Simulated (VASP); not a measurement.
Computed with PBE GGA, VASP's PBE PAW potentials (set 64) (plane waves; VASP).

VASP ran on this input.

### KPOINTS
```
Regular mesh
0
gamma
  1 1 1
```

**INCAR**
```
SYSTEM = Ga35ZnN36
PREC = Normal; ENCUT = 400; LREAL = Auto
LASPH = .TRUE.; ISYM = 0; NELECT = 298.0
EDIFF = 1E-5; NELM = 100; NELMIN = 4
ALGO = Fast; LMAXMIX = 4
ISMEAR = 0; SIGMA = 0.05
GGA = PE
IBRION = 2; NSW = 60; ISIF = 2
EDIFFG = -0.03
LWAVE = .TRUE.; LCHARG = .FALSE.
```

### POSCAR
```
Ga35ZnN36
1
    4.8683178927    -8.4321738171     0.0000000000
    4.8683178927     8.4321738171     0.0000000000
    0.0000000000     0.0000000000    10.5562839806
Ga N Zn
35 36 1
Direct
  0.2222220000   0.1111110000   0.2500000000
  0.1111110000   0.2222220000   0.0000000000
  0.2222220000   0.1111110000   0.7500000000
  0.1075820000   0.2211740000   0.4992540000
  0.2161800000   0.4414330000   0.2457970000
  0.1111110000   0.5555560000   0.0000000000
  0.2260990000   0.4435850000   0.7485860000
  0.1102450000   0.5540330000   0.5045960000
  0.2222220000   0.7777780000   0.2500000000
  0.1111110000   0.8888890000   0.0000000000
  0.2222220000   0.7777780000   0.7500000000
  0.1111110000   0.8888890000   0.5000000000
  0.5555560000   0.1111110000   0.2500000000
  0.4444440000   0.2222220000   0.0000000000
  0.5555560000   0.1111110000   0.7500000000
  0.4461440000   0.2185300000   0.4976840000
  0.5575120000   0.4476160000   0.2539430000
  0.4444440000   0.5555560000   0.0000000000
  0.5498240000   0.4400290000   0.7534860000
  0.5602940000   0.7819460000   0.2489580000
  0.4444440000   0.8888890000   0.0000000000
  0.5493940000   0.7740510000   0.7528080000
  0.4446970000   0.8860930000   0.4977150000
  0.8888890000   0.1111110000   0.2500000000
  0.7777780000   0.2222220000   0.0000000000
  0.8888890000   0.1111110000   0.7500000000
  0.7777780000   0.2222220000   0.5000000000
  0.8888890000   0.4444440000   0.2500000000
  0.7777780000   0.5555560000   0.0000000000
  0.8888890000   0.4444440000   0.7500000000
  0.7758290000   0.5530480000   0.4974090000
  0.8888890000   0.7777780000   0.2500000000
  0.7777780000   0.8888890000   0.0000000000
  0.8888890000   0.7777780000   0.7500000000
  0.7772860000   0.8904000000   0.5000870000
  0.2222220000   0.1111110000   0.4385000000
  0.1111110000   0.2222220000   0.1885000000
  0.2222220000   0.1111110000   0.9385000000
  0.1111110000   0.2222220000   0.6885000000
  0.2230530000   0.4445900000   0.4340300000
  0.1111110000   0.5555560000   0.1885000000
  0.2222220000   0.4444440000   0.9385000000
  0.1111110000   0.5555560000   0.6885000000
  0.2222220000   0.7777780000   0.4385000000
  0.1111110000   0.8888890000   0.1885000000
  0.2222220000   0.7777780000   0.9385000000
  0.1111110000   0.8888890000   0.6885000000
  0.5555560000   0.1111110000   0.4385000000
  0.4444440000   0.2222220000   0.1885000000
  0.5555560000   0.1111110000   0.9385000000
  0.4444440000   0.2222220000   0.6885000000
  0.5519610000   0.4441200000   0.4357410000
  0.4444440000   0.5555560000   0.1885000000
  0.5555560000   0.4444440000   0.9385000000
  0.4470490000   0.5578830000   0.6904340000
  0.5553230000   0.7724720000   0.4391340000
  0.4444440000   0.8888890000   0.1885000000
  0.5555560000   0.7777780000   0.9385000000
  0.4444440000   0.8888890000   0.6885000000
  0.8888890000   0.1111110000   0.4385000000
  0.7777780000   0.2222220000   0.1885000000
  0.8888890000   0.1111110000   0.9385000000
  0.7777780000   0.2222220000   0.6885000000
  0.8888890000   0.4444440000   0.4385000000
  0.7777780000   0.5555560000   0.1885000000
  0.8888890000   0.4444440000   0.9385000000
  0.7777780000   0.5555560000   0.6885000000
  0.8888890000   0.7777780000   0.4385000000
  0.7777780000   0.8888890000   0.1885000000
  0.8888890000   0.7777780000   0.9385000000
  0.7777780000   0.8888890000   0.6885000000
  0.4397140000   0.5552520000   0.4992920000
```

POTCAR, in this order: Ga N Zn (PBE.64 set). Program: vasp_gam.

The cell is charged, with a uniform compensating background. The supercell is sampled at Γ alone, which is coarse: total energies, pressure and levels can be off, energies of defects by several tenths of an eV.

Problem. Predict the energy per atom (σ→0).

Solution. 
```yaml
energy per atom (σ→0): -5.920 eV/atom
```

**OSZICAR**
```
...
  13 F= -.42621643E+03 E0= -.42621643E+03  d E =-.695378E-03
       N       E                     dE             d eps       ncg     rms          rms(c)
DAV:   1    -0.426216612640E+03   -0.17808E-03   -0.18019E-01   376   0.107E+00    0.713E-02
RMM:   2    -0.426216821955E+03   -0.20931E-03   -0.27036E-03   372   0.118E-01    0.329E-02
RMM:   3    -0.426216847550E+03   -0.25595E-04   -0.48830E-04   411   0.463E-02    0.240E-02
RMM:   4    -0.426216835139E+03    0.12411E-04   -0.80043E-05   364   0.200E-02    0.788E-03
RMM:   5    -0.426216835248E+03   -0.10846E-06   -0.17296E-05   225   0.972E-03
  14 F= -.42621684E+03 E0= -.42621684E+03  d E =-.400743E-03
```

The cell is a supercell with a defect, built from GaN (wurtzite): Zn_Ga, charge -1. The run is not spin-polarised, so no state with unpaired spins was tried.
